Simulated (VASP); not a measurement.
```xyz
1
Lattice="0.0000 1.7541 1.7541 1.7541 0.0000 1.7541 1.7541 1.7541 0.0000" Properties=species:S:1:pos:R:3 pbc="T T T"
Cu     0.0000     0.0000     0.0000
```

These are vdW-DF-cx, VASP's PBE PAW potentials (set 64) (plane waves; VASP) values and carry that method's errors. Run with 520 eV cut-off, 17×17×17 Γ-centred mesh, first-order Methfessel-Paxton smearing of 0.10 eV, potentials Cu.

### Question
The job: Cu (fcc), 1 atom, vdW-DF-cx, static run, 520 eV, 17×17×17 Γ-centred mesh. Roughly how much core time does it take on a busy server core?

### Answer
About 10 core-seconds (one run on a shared machine, a rough figure). It had 165 irreducible k-points, 9 bands, up to 303 plane waves and 13 electronic steps.

The compound is Cu in the fcc structure. This cell is one point of a volume scan, at 0.94 of the reference volume.
